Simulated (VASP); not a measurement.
Input:

```
Cu16H
1.0
    5.13572     0.00000     0.00000
    2.56786     4.44767     0.00000
    0.00000     0.00000    20.37334
Cu H
16 1
Cartesian
  7.70268   4.44714   7.07092
  5.13662   4.44714   7.07092
  6.41965   2.22488   7.07092
  3.85179   2.22383   7.07845
  1.28393   0.74128   9.14804
  3.85179   0.73420   9.15231
  2.56173   2.96865   9.15231
  5.14185   2.96865   9.15231
  5.13689   1.48188  11.20445
  2.56669   1.48188  11.20445
  6.41965   3.70639  11.29326
  3.85179   3.70774  11.20445
  0.00329   0.00190  13.33605
  2.56457   0.00190  13.33605
  1.28393   2.22003  13.33605
  3.85179   2.22383  13.24003
  1.28393   0.74128  14.25126
```

Method: PBE GGA, VASP's PBE PAW potentials (set 64) (plane waves; VASP). Numerical set-up: PREC = Normal, 400 eV cut-off, 6×6×1 Γ-centred mesh, first-order Methfessel-Paxton smearing of 0.10 eV, potentials Cu H.

Task: Predict the energy per atom (σ→0), band gap (on the k-mesh) with the smallest direct gap where there is one.

Result: 
```json
{
  "band gap (on the k-mesh)": "none (metal, semimetal or under 0.01 eV)",
  "energy per atom (σ→0)": "-3.501 eV/atom"
}
```

The cell is a thin slab with vacuum, built from Cu (fcc): (111) face, H adsorbed.
